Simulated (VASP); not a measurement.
A run of VASP 6.6.1 is set up as follows.

The input INCAR:

```
  PREC = Accurate
  ENCUT = 600
  EDIFF = 1E-6
  ISMEAR = 1
  SIGMA = 0.1
  LREAL = F
  LASPH = T
  NELM = 80
  ALGO = Normal
  ISIF = 3
  LWAVE = F
  LCHARG = F
  METAGGA = R2SCAN
  LMIXTAU = T
  IBRION = 2
  NSW = 90
  EDIFFG = -0.01
```

File KPOINTS:

```
Automatic mesh
0
Gamma
  15 15 13
```

File POSCAR:

```
WC
1.0
    2.9065000000      0.0000000000      0.0000000000
   -1.4532500000      2.5171028361      0.0000000000
    0.0000000000      0.0000000000      2.8366000000
W C
1 1
Direct
    0.0000000000      0.0000000000      0.0000000000
    0.6666666667      0.3333333333      0.5000000000
```

Potentials or basis: VASP PAW PBE potentials, release 64 (W_sv, C).

Command:

```bash
$ cat potpaw_PBE.64/W_sv/POTCAR potpaw_PBE.64/C/POTCAR > POTCAR
$ mpirun -np 1 vasp_std > vasp.out
```

(1) Predict the relaxed cell.

(2) What does it give for the band gap on the k mesh?

(3) Predict the relaxed volume.

## Answers

(1) a = 2.916 Å, b = 2.916 Å, c = 2.840 Å, α = 90.00°, β = 90.00°, γ = 120.00°.

(2) none (metal or under the smearing width).

(3) 10.46 Å³/atom.

Caveat: the PAW data sets were made with another functional, which shifts forces and pressure a little.
